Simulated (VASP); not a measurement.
Here is the system:

```xyz
3
Lattice="0.0000 3.1393 3.1393 3.1393 0.0000 3.1393 3.1393 3.1393 0.0000" Properties=species:S:1:pos:R:3 pbc="T T T"
Ba     0.0000     0.0000     0.0000
F      1.5697     1.5697     1.5697
F      4.7090     4.7090     4.7090
```

Level of theory: PBE GGA, VASP's PBE PAW potentials (set 64) (plane waves; VASP). Run with 620 eV cut-off, 6×6×6 Γ-centred mesh, Gaussian smearing of 0.050 eV, potentials Ba_sv F.

Energy and stress use the plane-wave basis of the starting cell.

Task: The ions, cell shape and volume at an external pressure of 5.0 GPa are relaxed. What does this cell relax into?

Result: 
```xyz
3
Lattice="0.0000 3.0595 3.0595 3.0595 0.0000 3.0595 3.0595 3.0595 0.0000" Properties=species:S:1:pos:R:3 pbc="T T T"
Ba     0.0000     0.0000     0.0000
F      1.5298     1.5298     1.5298
F      4.5893     4.5893     4.5893
```
Space group Fm-3m (225), at a tolerance of 0.03 Å.

Task: How do energy and volume change from the first to the last step?

Result: The energy (σ→0) changes by +22.2 meV/atom and the volume by -7.4 %, in 3 ionic steps.

The compound is BaF2 in the fluorite structure. This run relaxes it under an external pressure of 5 GPa. Symmetry was kept, so distortions that lower it aren't found.
